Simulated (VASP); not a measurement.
```
CELL_PARAMETERS angstrom
      3.98314     0.00000     0.00000
      0.00000     3.98314     0.00000
      0.00000     0.00000     5.00020
ATOMIC_POSITIONS crystal
  Pb 0.50000 0.00000 0.76425
  Pb 0.00000 0.50000 0.23575
  O  0.50000 0.50000 0.00000
  O  0.00000 0.00000 0.00000
```

Level of theory: revTPSS meta-GGA, VASP's PBE PAW potentials (set 64) (plane waves; VASP). Settings: 520 eV cut-off, 6×6×5 Γ-centred mesh, Gaussian smearing of 0.050 eV, potentials Pb_d O.

Without a dispersion term in the relaxation, distances and binding between the weakly bound layers, chains or molecules are unreliable, and so is what depends on them.

The ions and cell shape at fixed volume are relaxed. Which structure does the run end with?

```
CELL_PARAMETERS angstrom
      4.01622     0.00000     0.00000
      0.00000     4.01622     0.00000
      0.00000     0.00000     4.91819
ATOMIC_POSITIONS crystal
  Pb 0.50000 0.00000 0.75814
  Pb 0.00000 0.50000 0.24186
  O  0.50000 0.50000 0.00000
  O  0.00000 0.00000 0.00000
```
Space group P4/nmm (129), at a tolerance of 0.03 Å.

How much energy does the relaxation gain?

The energy (σ→0) changes by -3.7 meV/atom, in 5 ionic steps.

The compound is PbO in the litharge structure. This cell is one point of a volume scan, at 0.97 of the reference volume. Symmetry was kept, so distortions that lower it aren't found.
